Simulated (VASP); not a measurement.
Level of theory: PW91 GGA, VASP's PBE PAW potentials (set 64) (plane waves; VASP).

Input for VASP

**INCAR**
```
LWAVE  =  .FALSE.
SYSTEM  =  CdSe
ISIF  =  3   # ions, shape and volume
NELM  =  100   # most electronic steps
ISMEAR  =  0
PREC  =  Accurate
ALGO  =  Normal
EDIFFG  =  -0.02
LREAL  =  .FALSE.
LCHARG  =  .FALSE.
GGA  =  91   # PW91
LASPH  =  .TRUE.
LMAXMIX  =  4   # l cut-off of mixed one-centre charges
IBRION  =  2   # conjugate gradients
SIGMA  =  0.05   # width (eV)
EDIFF  =  1E-6
NSW  =  60   # most ionic steps
ENCUT  =  520
```

KPOINTS:
```
Automatic mesh
0
Gamma
5 5 3
0 0 0
```

**POSCAR**
```
CdSe
1
    2.1973868826    -3.8059854727    -0.0000000000
    2.1973868826     3.8059854727     0.0000000000
    0.0000000000     0.0000000000     7.1543498740
Cd Se
2 2
Direct
  0.6666670000   0.3333330000   0.5001086283
  0.3333330000   0.6666670000   0.0001086283
  0.6666670000   0.3333330000   0.8758913717
  0.3333330000   0.6666670000   0.3758913717
```

POTCAR, in this order: Cd Se (PBE.64 set). Program: vasp_std.

What VASP printed:

**OSZICAR**
```
       N       E                     dE             d eps       ncg     rms          rms(c)
DAV:   1     0.241629994632E+03    0.24163E+03   -0.17288E+04   440   0.147E+03
DAV:   2     0.226242803230E+01   -0.23937E+03   -0.23506E+03   482   0.345E+02
DAV:   3    -0.117707183617E+02   -0.14033E+02   -0.13989E+02   524   0.820E+01
DAV:   4    -0.119008818986E+02   -0.13016E+00   -0.13011E+00   500   0.802E+00
DAV:   5    -0.119020094285E+02   -0.11275E-02   -0.11275E-02   530   0.681E-01    0.782E+00
DAV:   6    -0.111121664123E+02    0.78984E+00   -0.18612E+00   524   0.135E+01    0.625E+00
DAV:   7    -0.110818955285E+02    0.30271E-01   -0.56242E-01   494   0.415E+00    0.281E+00
DAV:   8    -0.110814326551E+02    0.46287E-03   -0.58526E-02   464   0.271E+00    0.352E-01
DAV:   9    -0.110808995060E+02    0.53315E-03   -0.10304E-02   512   0.126E+00    0.115E-01
DAV:  10    -0.110810979884E+02   -0.19848E-03   -0.10271E-03   488   0.359E-01    0.811E-02
DAV:  11    -0.110812367698E+02   -0.13878E-03   -0.37143E-04   470   0.132E-01    0.266E-02
DAV:  12    -0.110811962559E+02    0.40514E-04   -0.15941E-04   528   0.122E-01    0.721E-03
DAV:  13    -0.110812000342E+02   -0.37783E-05   -0.20693E-05   494   0.242E-02    0.551E-03
DAV:  14    -0.110811999400E+02    0.94247E-07   -0.11684E-06   378   0.613E-03
   1 F= -.11081200E+02 E0= -.11081200E+02  d E =-.110812E+02
```

OUTCAR:
```
------------------------ aborting loop because EDIFF is reached ----------------------------------------
  FORCE on cell =-STRESS in cart. coord.  units (eV):
  Direction    XX          YY          ZZ          XY          YZ          ZX
  --------------------------------------------------------------------------------------
  Total       -0.0785593     -0.0785593      0.0234030      0.0000000      0.0000000      0.0000000
  in kB       -1.0518031     -1.0518030      0.3133349      0.0000000      0.0000000      0.0000000
  external PRESSURE =      -0.5967570 kB  Pullay stress =       0.0000000 kB
  volume of cell :      119.67
      direct lattice vectors                 reciprocal lattice vectors
     2.197386883 -3.805985473  0.000000000     0.227542998 -0.131372020  0.000000000
     2.197386883  3.805985473  0.000000000     0.227542998  0.131372020  0.000000000
     0.000000000  0.000000000  7.154349874     0.000000000  0.000000000  0.139775104
  FREE ENERGIE OF THE ION-ELECTRON SYSTEM (eV)
  ---------------------------------------------------
  free  energy   TOTEN  =       -11.0811999400 eV

  energy  without entropy=      -11.0811999400  energy(sigma->0) =      -11.08119994

 reached required accuracy - stopping structural energy minimisation
```
(Selected blocks of OUTCAR.)

The compound is CdSe in the wurtzite structure. It was relaxed first, which changed the volume by +7 %. The start is the result of an earlier pass.
